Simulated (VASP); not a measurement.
Wanted: the native input for a VASP 6.6.1 run.

| Item | Value |
| --- | --- |
| Task | relaxation of cell and atoms |
| Functional | PBE |
| Dispersion | D3(BJ) |
| Potentials or basis | VASP PAW PBE potentials, release 64 (Bi_d) |
| Cutoff | 600 eV |
| k mesh | 10 × 10 × 10 |
| Occupations | methfessel-paxton, width 0.1 eV |
| Spin | no spin polarisation |
| Further INCAR settings | ALGO = Normal; EDIFF = 1e-06; IBRION = 2; EDIFFG = -0.01; NSW = 90; ISIF = 3 |

The structure of Bi lies in POSCAR:

```
Bi
1.0
    2.2675000000      1.3091417354      3.9380000000
   -2.2675000000      1.3091417354      3.9380000000
    0.0000000000     -2.6182834708      3.9380000000
Bi
2
Direct
    0.2340000000      0.2340000000      0.2340000000
    0.7660000000      0.7660000000      0.7660000000
```

These files were run (other wordings do the same):

INCAR

```
SYSTEM = Bi
PREC = Accurate
ENCUT = 600
EDIFF = 1E-6
ISMEAR = 1
SIGMA = 0.1
LREAL = .FALSE.
LASPH = .TRUE.
NELM = 80
ALGO = Normal
ISIF = 3
LWAVE = .FALSE.
LCHARG = .FALSE.
GGA = PE
IVDW = 12
IBRION = 2
NSW = 90
EDIFFG = -0.01
```

KPOINTS

```
regular mesh
0
G
  10 10 10
  0 0 0
```

Potentials or basis: VASP PAW PBE potentials, release 64 (Bi_d).

Run with:

```console
$ cat potpaw_PBE.64/Bi_d/POTCAR > POTCAR
$ mpirun -np 1 vasp_std > vasp.out
```

Results of the run:

```yaml
Relaxed_volume: 34.55 Å³/atom
Relaxed_cell: a = 4.683 Å, b = 4.683 Å, c = 4.683 Å, α = 57.89°, β = 57.89°, γ = 57.89°
Space_group_after_relaxing_to_0.05_Å: R-3m (No. 166)
Energy_gained_by_relaxing: 3.8 meV/atom
Ionic_steps: 10
Pressure_after_relaxing: 0.0 GPa
Largest_force_after_relaxing: 0.006 eV/Å
Band_gap_on_the_k_mesh: none (metal or under the smearing width)
Dispersion_energy_per_atom: -0.462 eV
```

Caveat: spin-orbit coupling is left out, which moves the levels of the heavy elements; pairwise dispersion overbinds metals, which lowers pressure and volume.

It took 6.3 min on 1 thread of Intel(R) Xeon(R) 6975P-C (Granite Rapids), with other jobs on the host, peak memory 0.36 GiB.
